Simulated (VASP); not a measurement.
A run of VASP 6.6.1:

INCAR

```
PREC = Accurate
ENCUT = 600
EDIFF = 1E-6
ISMEAR = 1
SIGMA = 0.1
LREAL = F
LASPH = T
NELM = 80
ALGO = Normal
ISIF = 3
LWAVE = F
LCHARG = F
GGA = PE
IBRION = 2
NSW = 90
EDIFFG = -0.01
KPAR = 2
```

The input KPOINTS:

```
Automatic mesh
0
Gamma
  12 12 10
```

The input POSCAR:

```
Ga
1.0
    2.2615000000     -3.8305000000      0.0000000000
    2.2615000000      3.8305000000      0.0000000000
    0.0000000000      0.0000000000      4.5240000000
Ga
4
Direct
    0.8451000000      0.1549000000      0.0810000000
    0.6549000000      0.3451000000      0.5810000000
    0.1549000000      0.8451000000      0.9190000000
    0.3451000000      0.6549000000      0.4190000000
```

Potentials or basis: VASP PAW PBE potentials, release 64 (Ga_d).

Command:

```sh
$ cat potpaw_PBE.64/Ga_d/POTCAR > POTCAR
$ mpirun -np 2 vasp_std > vasp.out
```

Hardware: 2 MPI ranks on AMD EPYC 9R45 (Zen 5) (shared host).

Estimate the wall time of this run.

Wall time 20 min on 2 MPI ranks on AMD EPYC 9R45 (Zen 5), on a shared host, peak memory 0.6 GiB a rank. Counts: scf iterations 80, k points 258, ion steps 12.
